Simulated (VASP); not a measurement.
Method: PBEsol GGA, VASP's PBE PAW potentials (set 64) (plane waves; VASP).

The input files of a VASP run:

INCAR:
```
# general
SYSTEM=Be
PREC  =Accurate
ENCUT =480
LREAL =.FALSE.
LASPH =.TRUE.

# electronic loop
EDIFF =1E-7
NELM  =100
ALGO  =Normal

# smearing
ISMEAR=1
SIGMA =0.1

# functional
GGA   =PS

# ions
IBRION=2
NSW   =30
ISIF  =2
EDIFFG=-0.01

# output
LWAVE =.FALSE.
LCHARG=.FALSE.
```

**KPOINTS**
```
Automatic mesh
0
Gamma
18 18 10
0 0 0
```

POSCAR:
```
Be
1
    1.1301213818    -1.9574274841     0.0097871374
    1.1301213818     1.9574274841    -0.0097871374
    0.0000000000    -0.0177548116     3.5509623198
Be
2
Direct
  0.3333330000   0.6666670000   0.2500000000
  0.6666670000   0.3333330000   0.7500000000
```

POTCAR, in this order: Be (PBE.64 set). Program: vasp_std.

**Question.** What does the run give for the energy per atom (σ→0), band gap (on the k-mesh)?

**Answer.** 
```
Quantity                                                    Result
------------------------  ----------------------------------------
energy per atom (σ→0)                               -3.996 eV/atom
band gap (on the k-mesh)  none (metal, semimetal or under 0.01 eV)
```

File OSZICAR:
```
...
DAV:   4    -0.802452112171E+01   -0.28465E-04   -0.28466E-04 15186   0.124E-01
DAV:   5    -0.802452117382E+01   -0.52112E-07   -0.52035E-07 13392   0.191E-03    0.125E+00
DAV:   6    -0.800110015975E+01    0.23421E-01   -0.26815E-03 11352   0.739E-01    0.762E-01
DAV:   7    -0.799129455668E+01    0.98056E-02   -0.38194E-03 11772   0.763E-01    0.146E-02
DAV:   8    -0.799129283651E+01    0.17202E-05   -0.14345E-05 16254   0.370E-02    0.612E-03
DAV:   9    -0.799129348011E+01   -0.64360E-06   -0.46341E-07 12744   0.641E-03    0.499E-04
DAV:  10    -0.799129345739E+01    0.22720E-07   -0.83213E-10  9438   0.253E-04
   1 F= -.79912935E+01 E0= -.79912808E+01  d E =-.799129E+01
```

The compound is Be in the hcp structure. This cell was strained or had an atom moved on purpose.
